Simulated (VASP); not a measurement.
A run of VASP 6.6.1 is set up as follows.

Contents of INCAR:

```
PREC = Accurate ; ENCUT = 520
EDIFF = 1E-7 ; ISMEAR = 0
SIGMA = 0.02 ; LREAL = F
LASPH = T ; NELM = 80
ALGO = Normal ; ISIF = 4
LWAVE = F ; LCHARG = F
IBRION = 2 ; NSW = 80
EDIFFG = -0.002
```

Contents of KPOINTS:

```
regular mesh
0
Gamma
  12 12 6
```

The input POSCAR:

```
AlN                                     
1.0
    3.0918179742      0.0000000000      0.0000000000
   -1.5459089871      2.6775929076      0.0000000000
    0.0000000000      0.0000000000      4.9484331351
  Al              N             
     2     2
Direct
     0.3333333300000021    0.6666666699999979    0.9990168631311178
     0.6666666699999979    0.3333333300000021    0.4990168631311178
     0.3333333300000021    0.6666666699999979    0.3809831368688847
     0.6666666699999979    0.3333333300000021    0.8809831368688847
```

Potentials or basis: VASP PAW LDA potentials, release 64 (Al, N).

The run is started by

```console
$ cat potpaw_LDA.64/Al/POTCAR potpaw_LDA.64/N/POTCAR > POTCAR
$ mpirun -np 1 vasp_std > vasp.out
```

Q: Estimate the band gap on the k mesh.

A: 4.40 eV, direct.

Final structure:
```
Al N
1.0
     3.09182    0.00000    0.00000
    -1.54591    2.67759    0.00000
     0.00000    0.00000    4.94843
Al N
2 2
Cartesian
  0.0000 1.7851 4.9436
  1.5459 0.8925 2.4694
  0.0000 1.7851 1.8853
  1.5459 0.8925 4.3595
```

Caveat: the relaxation stopped at its first step, so nothing moved. A hybrid or GW would open this gap; LDA tends to underestimate it.
